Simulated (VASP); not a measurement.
**NbAs: how cutoff and mesh change the relaxed cell**

Aim: test the relaxed volume of NbAs against cutoff and mesh. The starting structure is a measured crystal structure from the Crystallography Open Database. The first relaxation on each setting starts from this cell expanded by 3 % in volume.

Method: Kohn-Sham DFT with plane waves and PAW; PBEsol, in VASP 6.6.1.

## (1) Set-up

Symmetry: I4_1md, No. 109, tetragonal system. Conventional cell: a = 3.452 Å, b = 3.452 Å, c = 11.680 Å, α = 90.00°, β = 90.00°, γ = 90.00°. Nearest to Nb lie 6 As at 2.60 to 2.63 Å. As has 6 Nb at 2.60 to 2.63 Å nearest. Farther neighbours are not listed.

Coordinates:

```
Nb As
1.0
    -1.72585    1.72585    5.84000
     1.72585   -1.72585    5.84000
     1.72585    1.72585   -5.84000
Nb As
2 2
Direct
  0.50000 0.00000 0.50000
  0.75000 0.75000 0.00000
  0.91600 0.41600 0.50000
  0.16600 0.16600 0.00000
```

## (2) Reference relaxation

This run starts from the cell of an earlier relaxation, which isn't shown; the restart sets up the plane waves anew.

The input, INCAR:

```
SYSTEM = NbAs
PREC = Accurate
ENCUT = 450
EDIFF = 1E-06
NELM = 100
ISMEAR = 1
SIGMA = 0.15
LREAL = .FALSE.
ALGO = Normal
GGA = PS
NBANDS = 24
LASPH = .TRUE.
LORBIT = 11
LWAVE = .FALSE.
LCHARG = .FALSE.
KPAR = 16
IBRION = 2
NSW = 50
ISIF = 3
EDIFFG = -0.006
```

The input, POSCAR:

```
NbAs
1.0
   -1.7201002489      1.7201002489      5.7962203544
    1.7201002489     -1.7201002489      5.7962203544
    1.7201002489      1.7201002489     -5.7962203544
Nb As
2 2
Direct
    0.4987407506      0.9987407506      0.5000000000
    0.7487407506      0.7487407506      0.0000000000
    0.9172592494      0.4172592494      0.5000000000
    0.1672592494      0.1672592494      0.0000000000
```

The input, KPOINTS:

```
Automatic mesh
0
Gamma
14 14 14
0 0 0
```

PAW data sets: Nb_sv and As (PBE family, release 64).

Started as:

```console
> mpirun -np 16 vasp_std
```

The program printed:

```text
[banner, memory and clock lines left out]
running   16 mpi-ranks, on    1 nodes
 distrk:  each k-point on    1 cores,   16 groups
 distr:  one band on    1 cores,    1 groups

 POSCAR found type information on POSCAR NbAs
 POSCAR found :  2 types and       4 ions
|                                                                             |
|           W    W    AA    RRRRR   N    N  II  N    N   GGGG   !!!           |
|           W    W   A  A   R    R  NN   N  II  NN   N  G    G  !!!           |
|           W    W  A    A  R    R  N N  N  II  N N  N  G       !!!           |
|           W WW W  AAAAAA  RRRRR   N  N N  II  N  N N  G  GGG   !            |
|           WW  WW  A    A  R   R   N   NN  II  N   NN  G    G                |
|           W    W  A    A  R    R  N    N  II  N    N   GGGG   !!!           |
|                                                                             |
|     For optimal performance we recommend to set                             |
|       NCORE = 2 up to number-of-cores-per-socket                            |
|     NCORE specifies how many cores store one orbital (NPAR=cpu/NCORE).      |
|     This setting can greatly improve the performance of VASP for DFT.       |
|     The default, NCORE=1 might be grossly inefficient on modern             |
|     multi-core architectures or massively parallel machines. Do your        |
|     Unfortunately you need to use the default for GW and RPA                |
|     calculations (for HF NCORE is supported but not extensively tested      |
|     yet).                                                                   |
|                                                                             |

|                                                                             |
|               ----> ADVICE to this user running VASP <----                  |
|                                                                             |
|     You enforced a specific xc type in the INCAR file but a different       |
|     [... a line on the potential file left out ...]
|     I HOPE YOU KNOW WHAT YOU ARE DOING!                                     |
|                                                                             |

 LDA part: xc-table for (Slater+PW92), standard interpolation
 POSCAR, INCAR and KPOINTS ok, starting setup
 FFT: planning ... GRIDC
 FFT: planning ... GRID_SOFT
 FFT: planning ... GRID
 WAVECAR not read
 entering main loop
       N       E                     dE             d eps       ncg     rms          rms(c)
DAV:   1     0.315825057704E+03    0.31583E+03   -0.17891E+04 11768   0.133E+03
DAV:   2    -0.102051392324E+02   -0.32603E+03   -0.31906E+03 14320   0.488E+02
DAV:   3    -0.356217840907E+02   -0.25417E+02   -0.25100E+02 21352   0.999E+01
DAV:   4    -0.371083966646E+02   -0.14866E+01   -0.14817E+01 17416   0.210E+01
DAV:   5    -0.371554332648E+02   -0.47037E-01   -0.47024E-01 19672   0.393E+00    0.117E+01
DAV:   6    -0.351565023860E+02    0.19989E+01   -0.86706E+00 17576   0.191E+01    0.332E+00
DAV:   7    -0.351370331306E+02    0.19469E-01   -0.45081E-01 18792   0.378E+00    0.202E+00
DAV:   8    -0.351230887367E+02    0.13944E-01   -0.65497E-02 17768   0.158E+00    0.398E-01
DAV:   9    -0.351231685302E+02   -0.79793E-04   -0.61002E-03 19792   0.528E-01    0.231E-01
DAV:  10    -0.351232688055E+02   -0.10028E-03   -0.11176E-03 15640   0.315E-01    0.321E-02
DAV:  11    -0.351232563542E+02    0.12451E-04   -0.72375E-05 17736   0.649E-02    0.134E-02
DAV:  12    -0.351232537838E+02    0.25704E-05   -0.70704E-06 16944   0.249E-02    0.339E-03
DAV:  13    -0.351232535743E+02    0.20954E-06   -0.24291E-07 11392   0.442E-03
   1 F= -.35123254E+02 E0= -.35123375E+02  d E =-.351233E+02
 curvature:   0.00 expect dE= 0.000E+00 dE for cont linesearch  0.000E+00
 trial: gam= 0.00000 g(F)=  0.486E-06 g(S)=  0.765E-05 ort = 0.000E+00 (trialstep = 0.100E+01)
 search vector abs. value=  0.813E-05
 reached required accuracy - stopping structural energy minimisation
```

The job ended after 44 s (16 MPI ranks of Intel Xeon 6975P-C (Granite Rapids), shared host; peak memory 9.1 GiB).

Lines that name or quote the potential files are left out of all logs, and their timing lines are given in words.

Parts of OUTCAR (step 2):

```text
ion  position               nearest neighbor table
   1  0.499  0.999  0.500-   4 2.60   4 2.60   3 2.61   3 2.61   3 2.61   3 2.61
   2  0.749  0.749  0.000-   3 2.60   3 2.60   4 2.61   4 2.61   4 2.61   4 2.61
   3  0.917  0.417  0.500-   2 2.60   2 2.60   1 2.61   1 2.61   1 2.61   1 2.61
   4  0.167  0.167  0.000-   1 2.60   1 2.60   2 2.61   2 2.61   2 2.61   2 2.61

  LATTYP: Found a body centered tetragonal cell.
 ALAT       =     3.4402004978
 C/A-ratio  =     3.3696991545

 Subroutine GETGRP returns: Found  8 space group operations
 (whereof  4 operations were pure point group operations)

The static configuration has the point symmetry C_2v.
 The point group associated with its full space group is C_4v.

 Found    244 irreducible k-points:

   k-points           NKPTS =    244   k-points in BZ     NKDIM =    244   number of bands    NBANDS=     24

   dimension x,y,z NGX =    48 NGY =   48 NGZ =   48
   dimension x,y,z NGXF=    96 NGYF=   96 NGZF=   96

   ENCUT  =  450.0 eV  33.07 Ry    5.75 a.u.  10.87 10.87 10.87*2*pi/ulx,y,z

   NELECT =      36.0000    total number of electrons

 k-points in reciprocal lattice and weights: Automatic mesh
   0.00000000  0.00000000  0.00000000       0.000
   0.07142857  0.00000000  0.00000000       0.003
   0.14285714 -0.00000000  0.00000000       0.003
   0.21428571  0.00000000  0.00000000       0.003
   0.28571429  0.00000000  0.00000000       0.003
   0.35714286  0.00000000  0.00000000       0.003
   0.42857143  0.00000000  0.00000000       0.003
   0.50000000 -0.00000000  0.00000000       0.001
   0.07142857  0.07142857  0.00000000       0.003
[...]
-0.42857143 -0.42857143  0.42857143       0.001
   0.50000000  0.50000000  0.50000000       0.000

 average (electrostatic) potential at core
       1 -78.9113       2 -78.9113       3 -44.5938       4 -44.5938

 E-fermi :   9.7018

 k-point     1 :       0.0000    0.0000    0.0000
  band No.  band energies     occupation
    ...
     14       7.4574      2.00000
     15       7.5836      2.00000
     16       7.9763      2.00000
     17       8.3029      2.00000
     18       8.3029      2.00000
     19      10.3876     -0.00000
     20      10.9832     -0.00000
     21      12.2040     -0.00000
     22      12.7279      0.00000
     23      12.7279      0.00000
    ...

 k-point     2 :       0.0714    0.0000    0.0000
  band No.  band energies     occupation
    ...
     14       7.3984      2.00000
     15       7.6215      2.00000
     16       7.8893      2.00000
     17       8.2794      2.00000
     18       8.3897      2.00000
     19      10.3018     -0.00000
     20      10.8818     -0.00000
     21      12.1014     -0.00000
     22      12.5994     -0.00000
     23      12.8921      0.00000
    ...

 k-point     3 :       0.1429   -0.0000    0.0000
  band No.  band energies     occupation
    ...
     14       7.2467      2.00000
     15       7.7597      2.00000
     16       7.9387      2.00000
     17       8.1722      2.00000
     18       8.6034      2.00000
     19      10.1470     -0.00022
     20      10.7096     -0.00000
     21      11.6661     -0.00000
     22      12.5300     -0.00000
     23      12.7752      0.00000
    ...

  Total       -0.0149272     -0.0149272     -0.0137283      0.0000000      0.0000000      0.0000000
  in kB       -0.3486385     -0.3486385     -0.3206379      0.0000000      0.0000000      0.0000000
  external PRESSURE =      -0.3393049 kB  Pullay stress =       0.0000000 kB

  energy-cutoff  :      450.00
  volume of cell :       68.60
      direct lattice vectors                 reciprocal lattice vectors
    -1.720100249  1.720100249  5.796220354     0.000000000  0.290680732  0.086263111
     1.720100249 -1.720100249  5.796220354     0.290680732  0.000000000  0.086263111
     1.720100249  1.720100249 -5.796220354     0.290680732  0.290680732  0.000000000

 POSITION                                       TOTAL-FORCE (eV/Angst)
 -----------------------------------------------------------------------------------
      1.72010      0.00000      5.78162        -0.000000     -0.000000     -0.001586
      0.00000      0.00000      8.67973        -0.000000     -0.000000     -0.001586
      0.00000      1.72010      4.83705         0.000000     -0.000000      0.001586
      0.00000      0.00000      1.93894        -0.000000      0.000000      0.001586
 -----------------------------------------------------------------------------------
    total drift:                                0.000000      0.000000     -0.000239

  FREE ENERGIE OF THE ION-ELECTRON SYSTEM (eV)
  ---------------------------------------------------
  free  energy   TOTEN  =       -35.1232535743 eV

  energy  without entropy=      -35.1236181760  energy(sigma->0) =      -35.12337511

 reached required accuracy - stopping structural energy minimisation

 total charge
# of ion       s       p       d       tot
------------------------------------------
    1        2.150   6.014   2.502  10.666
    2        2.150   6.014   2.502  10.666
    3        1.202   1.650   0.078   2.930
    4        1.202   1.650   0.078   2.930
--------------------------------------------------
tot          6.703  15.329   5.160  27.192

[... 3 further parts left out ...]
```

CONTCAR:

```
NbAs
   1.00000000000000
    -1.7201002488999999    1.7201002488999999    5.7962203543999999
     1.7201002488999999   -1.7201002488999999    5.7962203543999999
     1.7201002488999999    1.7201002488999999   -5.7962203543999999
  Nb              As
     2     2
Direct
     0.4987407505999997    0.9987407505999997    0.5000000000000000
     0.7487407505999997    0.7487407505999997    0.0000000000000000
     0.9172592493999971    0.4172592493999971    0.5000000000000000
     0.1672592493999971    0.1672592493999971    0.0000000000000000
```

The PAW data sets were made with PBE, which is usual practice but a small mismatch for other functionals. The run keeps the 8 symmetry operations of its start, so it cannot find a distortion of lower symmetry.

The reference relaxation ends at 17.150 Å³ an atom.

## (3) Relaxation with a cutoff of 290 eV

Against step 2 the input has ENCUT = 290. This run starts from the cell of an earlier relaxation, which isn't shown; the restart sets up the plane waves anew.

INCAR: that of step 2 with these lines changed.

```diff
@@ -2,3 +2,3 @@
 PREC = Accurate
-ENCUT = 450
+ENCUT = 290
 EDIFF = 1E-06
```

The input, POSCAR:

```
NbAs
1.0
   -1.7191467499      1.7191467499      5.7903412540
    1.7191467499     -1.7191467499      5.7903412540
    1.7191467499      1.7191467499     -5.7903412540
Nb As
2 2
Direct
    0.4987161865      0.9987161865      0.5000000000
    0.7487161865      0.7487161865      0.0000000000
    0.9172838135      0.4172838135      0.5000000000
    0.1672838135      0.1672838135      0.0000000000
```

KPOINTS is that of step 2.

Started as:

```console
> mpirun -np 16 vasp_std
```

The program printed:

```text
[banner, memory and clock lines left out]
running   16 mpi-ranks, on    1 nodes
[...]
[... a notice as in an earlier step ...]

 [... a notice as in an earlier step ...]

 LDA part: xc-table for (Slater+PW92), standard interpolation
 POSCAR, INCAR and KPOINTS ok, starting setup
[...]
entering main loop
       N       E                     dE             d eps       ncg     rms          rms(c)
DAV:   1     0.221005427765E+03    0.22101E+03   -0.14508E+04 12568   0.971E+02
DAV:   2    -0.175157004840E+02   -0.23852E+03   -0.23336E+03 15032   0.376E+02
DAV:   3    -0.364446101739E+02   -0.18929E+02   -0.18798E+02 22352   0.774E+01
DAV:   4    -0.371293417622E+02   -0.68473E+00   -0.68348E+00 15920   0.141E+01
[...]
DAV:  11    -0.351172990832E+02    0.13150E-04   -0.36879E-05 18392   0.435E-02    0.132E-02
DAV:  12    -0.351172967326E+02    0.23506E-05   -0.29989E-06 12168   0.168E-02    0.387E-03
DAV:  13    -0.351172965210E+02    0.21159E-06   -0.26939E-07 11256   0.436E-03
[...]
DAV:   7    -0.351171479880E+02    0.17916E-05   -0.49982E-06 15232   0.144E-02    0.211E-03
DAV:   8    -0.351171479314E+02    0.56520E-07   -0.25393E-07  8856   0.347E-03
   2 F= -.35117148E+02 E0= -.35117260E+02  d E =0.148590E-03
 trial-energy change:    0.000149  1 .order    0.000147   -0.000312    0.000605
 step:   0.3401(harm=  0.3401)  dis= 0.00002  next Energy=   -35.117350 (dE=-0.530E-04)
[...]
N       E                     dE             d eps       ncg     rms          rms(c)
DAV:   1    -0.351185823248E+02   -0.14343E-02   -0.42959E-02 13032   0.217E+00    0.263E-01
DAV:   2    -0.351175731722E+02    0.10092E-02   -0.49024E-03 15712   0.619E-01    0.104E-01
DAV:   3    -0.351173427864E+02    0.23039E-03   -0.65930E-04 22256   0.200E-01    0.395E-02
DAV:   4    -0.351173390551E+02    0.37313E-05   -0.15840E-04 21080   0.500E-02    0.176E-02
DAV:   5    -0.351173466090E+02   -0.75539E-05   -0.40595E-05 23384   0.422E-02    0.185E-02
DAV:   6    -0.351173470072E+02   -0.39812E-06   -0.10648E-05 22592   0.150E-02    0.328E-03
DAV:   7    -0.351173473066E+02   -0.29948E-06   -0.14782E-06  9136   0.896E-03
   3 F= -.35117347E+02 E0= -.35117462E+02  d E =-.507856E-04
[...]
reached required accuracy - stopping structural energy minimisation
```

Run time: 48 s. Hardware: 16 MPI ranks; peak memory 5.7 GiB.

OUTCAR, selected parts (step 3):

```text
  Total        0.0078230      0.0078230     -0.0065307      0.0000000      0.0000000      0.0000000
  in kB        0.1833121      0.1833121     -0.1530289      0.0000000      0.0000000      0.0000000
  external PRESSURE =       0.0711984 kB  Pullay stress =       0.0000000 kB

 POSITION                                       TOTAL-FORCE (eV/Angst)
 -----------------------------------------------------------------------------------
      1.71850      0.00000      5.77323         0.000000      0.000000     -0.001675
      0.00000      0.00000      8.66729         0.000000      0.000000     -0.001675
     -0.00000      1.71850      4.83060         0.000000     -0.000000      0.001675
      0.00000      0.00000      1.93654        -0.000000      0.000000      0.001675
 -----------------------------------------------------------------------------------
    total drift:                               -0.000000     -0.000000      0.000572

  FREE ENERGIE OF THE ION-ELECTRON SYSTEM (eV)
  ---------------------------------------------------
  free  energy   TOTEN  =       -35.1173473066 eV

  energy  without entropy=      -35.1176925376  energy(sigma->0) =      -35.11746238

[... 2 parts as in an earlier step ...]

[... 2 further parts left out ...]
[key lines of the parts left out:]
E-fermi :   9.7480
```

With a cutoff of 290 eV the cell ends at 17.094 Å³ an atom, -0.33 % from the reference.

## (4) Relaxation with an 8×8×8 mesh

Against step 2 the input has an 8×8×8 mesh. This run starts from the cell of an earlier relaxation, which isn't shown; the restart sets up the plane waves anew.

INCAR: that of step 3 with these lines changed.

```diff
@@ -2,3 +2,3 @@
 PREC = Accurate
-ENCUT = 290
+ENCUT = 450
 EDIFF = 1E-06
```

The input, POSCAR:

```
NbAs
1.0
   -1.7200568019      1.7200568019      5.7984626294
    1.7200568019     -1.7200568019      5.7984626294
    1.7200568019      1.7200568019     -5.7984626294
Nb As
2 2
Direct
    0.4987381076      0.9987381076      0.5000000000
    0.7487381076      0.7487381076      0.0000000000
    0.9172618924      0.4172618924      0.5000000000
    0.1672618924      0.1672618924      0.0000000000
```

The input, KPOINTS:

```
Automatic mesh
0
Gamma
8 8 8
0 0 0
```

Started as:

```console
> mpirun -np 16 vasp_std
```

The program printed:

```text
[... set-up lines as in an earlier step ...]
 entering main loop
       N       E                     dE             d eps       ncg     rms          rms(c)
DAV:   1     0.321506405339E+03    0.32151E+03   -0.17919E+04  2848   0.133E+03
DAV:   2    -0.101722110987E+02   -0.33168E+03   -0.32515E+03  3504   0.490E+02
DAV:   3    -0.354420351716E+02   -0.25270E+02   -0.24955E+02  5080   0.101E+02
DAV:   4    -0.371018626890E+02   -0.16598E+01   -0.16529E+01  4328   0.218E+01
[...]
DAV:  11    -0.351087277276E+02    0.11391E-04   -0.68038E-05  4256   0.634E-02    0.130E-02
DAV:  12    -0.351087251929E+02    0.25347E-05   -0.67089E-06  4072   0.243E-02    0.325E-03
DAV:  13    -0.351087249903E+02    0.20262E-06   -0.23852E-07  2696   0.435E-03
   1 F= -.35108725E+02 E0= -.35108508E+02  d E =-.351087E+02
[...]
reached required accuracy - stopping structural energy minimisation
```

Elapsed: 24 s, on 16 MPI ranks; peak memory 6.2 GiB.

From OUTCAR (step 4):

```text
  Total       -0.0158721     -0.0158721     -0.0102663      0.0000000      0.0000000      0.0000000
  in kB       -0.3705838     -0.3705838     -0.2397000      0.0000000      0.0000000      0.0000000
  external PRESSURE =      -0.3269559 kB  Pullay stress =       0.0000000 kB

 POSITION                                       TOTAL-FORCE (eV/Angst)
 -----------------------------------------------------------------------------------
      1.72006     -0.00000      5.78383        -0.000000     -0.000000     -0.002851
      0.00000      0.00000      8.68306         0.000000      0.000000     -0.002851
      0.00000      1.72006      4.83895         0.000000     -0.000000      0.002851
      0.00000      0.00000      1.93972        -0.000000      0.000000      0.002851
 -----------------------------------------------------------------------------------
    total drift:                                0.000000      0.000000     -0.000237

  FREE ENERGIE OF THE ION-ELECTRON SYSTEM (eV)
  ---------------------------------------------------
  free  energy   TOTEN  =       -35.1087249903 eV

  energy  without entropy=      -35.1080754443  energy(sigma->0) =      -35.10850847

[... 1 part as in an earlier step ...]

[... 3 further parts left out ...]
[key lines of the parts left out:]
E-fermi :   9.6950
```

With an 8×8×8 mesh the cell ends at 17.155 Å³ an atom, +0.03 % from the reference.

(Part 1 of 2 ends here.)

[Lines on the potential files, build, host, timing and source positions are cut from VASP's logs without a mark.]

[Logs are printed without paths, hosts, clocks, repeated set-up lines and the standing remarks that a program may print on its own settings, such as how far it seeks lower states.]

[Hosts, paths, dates, database ids (printed as entryN), source tags and the programs' standing remarks are cut or masked in the printed files.]
